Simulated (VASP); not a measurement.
Here is a VASP 6.6.1 calculation.

The input INCAR:

```
SYSTEM = CrN
PREC     = Accurate       ! precision mode
ENCUT    = 900            ! plane-wave cutoff, eV
EDIFF    = 1E-6           ! SCF threshold, eV
ISMEAR   = -1             ! smearing method
SIGMA    = 0.05           ! smearing width, eV
LREAL    = .FALSE.        ! projectors in reciprocal space
LASPH    = .TRUE.         ! aspherical terms in the spheres
NELM     = 120            ! most SCF steps
ALGO     = Normal         ! electronic algorithm
ISIF     = 2              ! what is computed and relaxed
LWAVE    = .FALSE.        ! write WAVECAR
LCHARG   = .FALSE.        ! write CHGCAR
ISPIN    = 2              ! spin polarisation
MAGMOM   = 3 0            ! initial moments
LORBIT   = 11             ! projections on sites
LMAXMIX  = 4              ! l up to which the mixer works
LDIPOL   = .TRUE.       
IDIPOL   = 3            
DIPOL    = 0.5 0.5 0.294
GGA      = PE             ! functional
IBRION   = 2              ! ionic algorithm
NSW      = 60             ! ionic steps
EDIFFG   = -0.005         ! ionic threshold
```

KPOINTS

```
regular mesh
0
G
  7 7 1
  0 0 0
```

File POSCAR:

```
CrN
1.0
    2.7241200000      0.0000000000      0.0000000000
    0.0000000000      2.7241200000      0.0000000000
    0.0000000000      0.0000000000     23.8000000000
Cr N
1 1
Selective dynamics
Direct
    0.5000000000      0.5000000000      0.2941200000  F F F
    0.0000000000      0.0000000000      0.2941200000  T T T
```

Potentials or basis: VASP PAW PBE potentials, release 64 (Cr_sv_GW, N_GW).

Command:

```console
$ cat potpaw_PBE.64/Cr_sv_GW/POTCAR potpaw_PBE.64/N_GW/POTCAR > POTCAR
$ mpirun -np 1 vasp_std > vasp.out
```

(1) Predict the site moments.

(2) Estimate the net moment.

(3) Estimate the band gap on the k mesh.

## Answers

(1) Cr +2.19; N -0.12 μB.

(2) 2.46 μB per cell.

(3) none (metal or under the smearing width).

Caveat: the relaxation stopped at its first step, so nothing moved; only a ferromagnetic start was run, and an antiferromagnetic order may lie lower in energy.
